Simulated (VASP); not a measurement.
Given:

```yaml
crystal:
  lattice:
    - [4.61993, 0.00000, 0.00000]
    - [0.00000, 4.61993, 0.00000]
    - [0.00000, 0.00000, 4.61993]
  atoms:
    - { symbol: Cs, position: [0.00000, 0.00000, 0.00000] }
    - { symbol: I, position: [0.50000, 0.50000, 0.50000] }
```

These are revTPSS meta-GGA, VASP's PBE PAW potentials (set 64) (plane waves; VASP 6.6.1) values and carry that method's errors. Settings: 520 eV cut-off, 7×7×7 Γ-centred mesh, tetrahedra with Blöchl corrections, potentials Cs_sv I.

Unless said otherwise, spin-orbit coupling is left out, though it shifts the bands of the heavy elements here.

Q: What does the run give for the energy per atom (σ→0), band gap (over mesh and band path) with the smallest direct gap where there is one?

A: 
```json
{
 "band gap (over mesh and band path)": "4.11 eV",
 "smallest direct gap (over mesh and band path)": "4.21 eV",
 "energy per atom (σ→0)": "18.021 eV/atom"
}
```

The absolute energy has meaning only against runs of the same code, potentials and settings.

The compound is CsI in the CsCl type structure. It was relaxed first.
